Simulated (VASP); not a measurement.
Consider the following.

```yaml
crystal:
  lattice:
    - [0.00000, 2.69355, 2.69355]
    - [2.69355, 0.00000, 2.69355]
    - [2.69355, 2.69355, 0.00000]
  atoms:
    - { symbol: Si, position: [0.25000, 0.25000, 0.25000] }
    - { symbol: Si, position: [0.75000, 0.75000, 0.75000] }
    - { symbol: Ni, position: [0.00000, 0.00000, 0.00000] }
```

All values below come from PBE GGA with D3 dispersion (Becke-Johnson damping), VASP's PBE PAW potentials (set 64) (plane waves; VASP). Numerical set-up: 520 eV cut-off, Gaussian smearing of 0.050 eV, potentials Si Ni.

What does the run give for the band gap (along the path) with the smallest direct gap where there is one?

The band gap (along the path) is none (metal, semimetal or under 0.01 eV).

The absolute energy has meaning only against runs of the same code, potentials and settings.

The compound is NiSi2 in the fluorite structure. It was relaxed first. The run is not spin-polarised, so no magnetic state was tried.
